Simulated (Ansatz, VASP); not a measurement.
## RbPd in VASP and in Ansatz

```
CELL_PARAMETERS angstrom
0.00000 3.31585 3.31585
3.31585 0.00000 3.31585
3.31585 3.31585 0.00000
ATOMIC_POSITIONS crystal
Rb 0.50000 0.50000 0.50000
Pd 0.00000 0.00000 0.00000
```

Alike in both runs: functional PBE; k mesh 6 × 6 × 6; occupations gaussian, width 0.1 eV; no spin polarisation.

Ansatz relaxed the structure, and its values are those at the end. VASP's run is a single point on that final structure, the one shown.

```csv
,VASP,Ansatz
version,VASP 6.6.1,Ansatz 0.2.0
potentials or method,"VASP PAW PBE potentials, release 64 (Rb_sv, Pd)","scalar-relativistic, plane waves, PAW"
plane-wave cutoff (eV),520,420
valence electrons in the cell,19,27
```

```tsv
	VASP	Ansatz	Ansatz less VASP
gap on the k mesh at the Fermi level (eV)	none	none	-
pressure (GPa)	0.4	0.4	-0.03
```

A gap of «none» marks a metal or a gap that the smearing closes. The two sets of potentials don't hold the same shells in valence.
